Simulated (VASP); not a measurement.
# Fe on the In site in InSe, part 4 of 9

Aim: the formation energy and local structure of Fe on the In site in InSe. The start is a cell from a database of measured crystal structures.

VASP 6.6.1, plane waves and PAW; the level of theory is named at each step.

So far. Step 2 (The host at zero pressure): The run ended after 12 ionic steps, 1.935 eV below its first step, once forces and stress met EDIFFG = -0.02.

The database entry behind the starting cell differs from later determinations by our own check (c about 1.7 % long), so it need not match the best structure at ambient conditions.

## 4. The perfect supercell

Level of this step: PBEsol; plane waves and PAW (In, Se) (VASP).

System of this step: InSe. Symmetry: P6_3/mmc, No. 194, hexagonal system. Conventional cell: a = 4.029 Å, b = 4.029 Å, c = 17.011 Å, α = 90.00°, β = 90.00°, γ = 120.00°. In has 3 Se at 2.66 Å and 1 In at 2.77 Å nearest. Nearest to Se lie 3 In at 2.66 Å. Farther neighbours and most contacts between anions are not listed.

The same cell, mesh and cutoff without the defect give the energy to subtract and, in a gapped host, the band edges to count from, so that most errors cancel.

The input, INCAR:

```
SYSTEM = InSe
PREC = Normal
ENCUT = 300
EDIFF = 1E-05
NELM = 120
ISMEAR = 0
SIGMA = 0.05
LREAL = Auto
ALGO = Fast
GGA = PS
NBANDS = 96
LORBIT = 11
LWAVE = .FALSE.
LCHARG = .FALSE.
NCORE = 4
LASPH = .TRUE.
```

The input, POSCAR:

```
InSe
1.0
    8.0574741478      0.0000000000      0.0000000000
   -4.0287370740      6.9779773024      0.0000000000
    0.0000000000      0.0000000000     17.0109036546
In Se
16 16
Direct
    0.3333333334      0.1666666666      0.8313921078
    0.3333333334      0.6666666666      0.8313921078
    0.8333333333      0.1666666666      0.8313921078
    0.8333333334      0.6666666666      0.8313921078
    0.1666666666      0.3333333334      0.3313921078
    0.1666666666      0.8333333333      0.3313921078
    0.6666666666      0.3333333334      0.3313921078
    0.6666666666      0.8333333333      0.3313921078
    0.3333333334      0.1666666666      0.6686078922
    0.3333333334      0.6666666666      0.6686078922
    0.8333333333      0.1666666666      0.6686078922
    0.8333333334      0.6666666666      0.6686078922
    0.1666666666      0.3333333334      0.1686078922
    0.1666666666      0.8333333333      0.1686078922
    0.6666666666      0.3333333334      0.1686078922
    0.6666666666      0.8333333333      0.1686078922
    0.3333333334      0.1666666666      0.4070008612
    0.3333333334      0.6666666666      0.4070008612
    0.8333333333      0.1666666666      0.4070008612
    0.8333333334      0.6666666666      0.4070008612
    0.1666666666      0.3333333334      0.9070008612
    0.1666666666      0.8333333333      0.9070008612
    0.6666666666      0.3333333334      0.9070008612
    0.6666666666      0.8333333333      0.9070008612
    0.3333333334      0.1666666666      0.0929991388
    0.3333333334      0.6666666666      0.0929991388
    0.8333333333      0.1666666666      0.0929991388
    0.8333333334      0.6666666666      0.0929991388
    0.1666666666      0.3333333334      0.5929991388
    0.1666666666      0.8333333333      0.5929991388
    0.6666666666      0.3333333334      0.5929991388
    0.6666666666      0.8333333333      0.5929991388
```

The input, KPOINTS:

```
Automatic mesh
0
Gamma
2 2 1
0 0 0
```

Potentials, in the order of the species: In and Se (PBE family, release 64).

Started as:

```console
$ mpirun -np 4 vasp_std
```

The program printed:

```text
[banner, memory and clock lines left out]
running    4 mpi-ranks, on    1 nodes
 distrk:  each k-point on    4 cores,    1 groups
 distr:  one band on    4 cores,    1 groups

 POSCAR found type information on POSCAR InSe
 POSCAR found :  2 types and      32 ions
 [... a notice as in an earlier step ...]

 LDA part: xc-table for (Slater+PW92), standard interpolation
 POSCAR, INCAR and KPOINTS ok, starting setup
 FFT: planning ... GRIDC
 FFT: planning ... GRID_SOFT
 FFT: planning ... GRID
 WAVECAR not read
 entering main loop
       N       E                     dE             d eps       ncg     rms          rms(c)
DAV:   1     0.591062137525E+03    0.59106E+03   -0.37459E+04   384   0.772E+02
DAV:   2    -0.567280758770E+02   -0.64779E+03   -0.61962E+03   464   0.158E+02
DAV:   3    -0.125943171648E+03   -0.69215E+02   -0.68273E+02   472   0.564E+01
DAV:   4    -0.127727643634E+03   -0.17845E+01   -0.17667E+01   448   0.966E+00
DAV:   5    -0.127786709199E+03   -0.59066E-01   -0.58953E-01   472   0.151E+00    0.187E+01
RMM:   6    -0.124298839690E+03    0.34879E+01   -0.51230E+00   388   0.363E+00    0.110E+01
RMM:   7    -0.123925277311E+03    0.37356E+00   -0.53491E+00   408   0.345E+00    0.267E+00
RMM:   8    -0.123747115457E+03    0.17816E+00   -0.12217E+00   400   0.206E+00    0.700E-01
RMM:   9    -0.123720312351E+03    0.26803E-01   -0.10350E-01   422   0.798E-01    0.449E-01
RMM:  10    -0.123722294446E+03   -0.19821E-02   -0.16306E-02   468   0.259E-01    0.228E-01
RMM:  11    -0.123722753909E+03   -0.45946E-03   -0.41872E-03   458   0.142E-01    0.103E-01
RMM:  12    -0.123722647589E+03    0.10632E-03   -0.49426E-04   476   0.535E-02    0.810E-02
RMM:  13    -0.123722528880E+03    0.11871E-03   -0.69007E-04   455   0.478E-02    0.644E-02
RMM:  14    -0.123722566878E+03   -0.37999E-04   -0.27875E-04   484   0.286E-02    0.238E-02
RMM:  15    -0.123722563565E+03    0.33134E-05   -0.31349E-05   370   0.111E-02
   1 F= -.12372256E+03 E0= -.12372256E+03  d E =-.308810E-08
```

It took 29 s on 4 MPI ranks of Intel Xeon Platinum 8488C (Sapphire Rapids), shared host; peak memory 0.66 GiB; 1.8 min of CPU time.

From OUTCAR (step 4):

```text
  LATTYP: Found a hexagonal cell.
 ALAT       =     8.0574741478
 C/A-ratio  =     2.1111955611

 Found      2 irreducible k-points:

   k-points           NKPTS =      2   k-points in BZ     NKDIM =      2   number of bands    NBANDS=     96

   dimension x,y,z NGX =    36 NGY =   36 NGZ =   72
   dimension x,y,z NGXF=    72 NGYF=   72 NGZF=  144

   ENCUT  =  300.0 eV  22.05 Ry    4.70 a.u.  11.38 11.38 24.02*2*pi/ulx,y,z

   NELECT =     144.0000    total number of electrons

 E-fermi :   2.8197

 k-point     1 :       0.0000    0.0000    0.0000
  band No.  band energies     occupation
    ...
     68       1.4881      2.00000
     69       1.4881      2.00000
     70       1.5675      2.00000
     71       1.5675      2.00000
     72       2.6239      2.00000
     73       3.0155      0.00000
     74       3.8239      0.00000
     75       3.8239      0.00000
     76       3.8239      0.00000
     77       3.8459      0.00000
    ...

 k-point     2 :       0.5000    0.0000    0.0000
  band No.  band energies     occupation
    ...
     68       1.4853      2.00000
     69       1.6722      2.00000
     70       1.6722      2.00000
     71       2.0298      2.00000
     72       2.0298      2.00000
     73       4.5316      0.00000
     74       4.5316      0.00000
     75       4.5524      0.00000
     76       4.5524      0.00000
     77       4.6462      0.00000
    ...

  Total        1.0212702      1.0212702      0.2390935     -0.0000000      0.0000000      0.0000000
  in kB        1.7107848      1.7107848      0.4005184     -0.0000000      0.0000000      0.0000000
  external PRESSURE =       1.2740293 kB  Pullay stress =       0.0000000 kB

  energy-cutoff  :      300.00
  volume of cell :      956.44
      direct lattice vectors                 reciprocal lattice vectors
     8.057474148  0.000000000  0.000000000     0.124108372  0.071654002  0.000000000
    -4.028737074  6.977977302  0.000000000     0.000000000  0.143308004  0.000000000
     0.000000000  0.000000000 17.010903655     0.000000000  0.000000000  0.058785825

 POSITION                                       TOTAL-FORCE (eV/Angst)
 -----------------------------------------------------------------------------------
      2.01437      1.16300     14.14273         0.000000     -0.000000      0.004151
      0.00000      4.65198     14.14273         0.000000     -0.000000      0.004151
      6.04311      1.16300     14.14273        -0.000000      0.000000      0.004151
      4.02874      4.65198     14.14273        -0.000000      0.000000      0.004151
     -0.00000      2.32599      5.63728        -0.000000     -0.000000      0.004151
     -2.01437      5.81498      5.63728        -0.000000     -0.000000      0.004151
      4.02874      2.32599      5.63728        -0.000000     -0.000000      0.004151
      2.01437      5.81498      5.63728        -0.000000     -0.000000      0.004151
      2.01437      1.16300     11.37362        -0.000000      0.000000     -0.004151
      0.00000      4.65198     11.37362        -0.000000      0.000000     -0.004151
      6.04311      1.16300     11.37362        -0.000000      0.000000     -0.004151
      4.02874      4.65198     11.37362        -0.000000      0.000000     -0.004151
     -0.00000      2.32599      2.86817        -0.000000     -0.000000     -0.004151
     -2.01437      5.81498      2.86817        -0.000000     -0.000000     -0.004151
      4.02874      2.32599      2.86817        -0.000000      0.000000     -0.004151
      2.01437      5.81498      2.86817        -0.000000      0.000000     -0.004151
      2.01437      1.16300      6.92345         0.000000     -0.000000      0.003050
      0.00000      4.65198      6.92345         0.000000     -0.000000      0.003050
      6.04311      1.16300      6.92345         0.000000     -0.000000      0.003050
      4.02874      4.65198      6.92345         0.000000     -0.000000      0.003050
     -0.00000      2.32599     15.42890        -0.000000      0.000000      0.003050
     -2.01437      5.81498     15.42890         0.000000     -0.000000      0.003050
      4.02874      2.32599     15.42890        -0.000000      0.000000      0.003050
      2.01437      5.81498     15.42890        -0.000000      0.000000      0.003050
      2.01437      1.16300      1.58200         0.000000      0.000000     -0.003050
      0.00000      4.65198      1.58200        -0.000000     -0.000000     -0.003050
      6.04311      1.16300      1.58200         0.000000      0.000000     -0.003050
      4.02874      4.65198      1.58200        -0.000000     -0.000000     -0.003050
     -0.00000      2.32599     10.08745         0.000000      0.000000     -0.003050
     -2.01437      5.81498     10.08745         0.000000      0.000000     -0.003050
      4.02874      2.32599     10.08745        -0.000000      0.000000     -0.003050
      2.01437      5.81498     10.08745        -0.000000      0.000000     -0.003050
 -----------------------------------------------------------------------------------
    total drift:                               -0.000001      0.000001     -0.000000

  FREE ENERGIE OF THE ION-ELECTRON SYSTEM (eV)
  ---------------------------------------------------
  free  energy   TOTEN  =      -123.7225635649 eV

  energy  without entropy=     -123.7225635618  energy(sigma->0) =     -123.72256356

 total charge
# of ion       s       p       d       tot
------------------------------------------
    1        1.211   1.283   0.180   2.674
    2        1.211   1.283   0.180   2.674
    3        1.211   1.283   0.180   2.674
    4        1.211   1.283   0.180   2.674
    5        1.211   1.283   0.180   2.674
    6        1.211   1.283   0.180   2.674
    7        1.211   1.283   0.180   2.674
    8        1.211   1.283   0.180   2.674
    9        1.211   1.283   0.180   2.674
   10        1.211   1.283   0.180   2.674
   11        1.211   1.283   0.180   2.674
   12        1.211   1.283   0.180   2.674
   13        1.211   1.283   0.180   2.674
   14        1.211   1.283   0.180   2.674
   15        1.211   1.283   0.180   2.674
   16        1.211   1.283   0.180   2.674
   17        1.474   2.326   0.019   3.818
   18        1.474   2.326   0.019   3.818
   19        1.474   2.326   0.019   3.818
   20        1.474   2.326   0.019   3.818
   21        1.474   2.326   0.019   3.818
   22        1.474   2.326   0.019   3.818
   23        1.474   2.326   0.019   3.818
   24        1.474   2.326   0.019   3.818
   25        1.474   2.326   0.019   3.818
   26        1.474   2.326   0.019   3.818
   27        1.474   2.326   0.019   3.818
   28        1.474   2.326   0.019   3.818
   29        1.474   2.326   0.019   3.818
   30        1.474   2.326   0.019   3.818
   31        1.474   2.326   0.019   3.818
   32        1.474   2.326   0.019   3.818
--------------------------------------------------
tot         42.953  57.742   3.180 103.875

[... 2 parts as in an earlier step ...]

[... 3 further parts left out ...]
```

This step gave:

| Quantity | Value |
| --- | --- |
| electronic cycles | 15 |
| electrons | 144 |
| free energy (TOTEN) | -123.7226 eV |
| Fermi energy | 2.820 eV |
| gap on the k-mesh | 0.3916 eV |

No direct gap is given, since this cell folds other wave vectors onto the zone centre.

The perfect cell has a gap of 0.39 eV on this mesh, with its valence-band top at 2.624 eV, and charged states follow.

(Continued in part 5 of 9.)

[Lines on the potential files, build, host, timing and source positions are cut from VASP's logs without a mark.]

[Logs are printed without paths, hosts, clocks, repeated set-up lines and the standing remarks that a program may print on its own settings, such as how far it seeks lower states.]

[Hosts, paths, dates, database ids (printed as entryN), source tags and the programs' standing remarks are cut or masked in the printed files.]

[In band tables of VASP the shares of atoms and orbitals are scaled to a sum of 1 inside the atoms' spheres.]

[Runs that stopped without an error message from VASP are left out.]
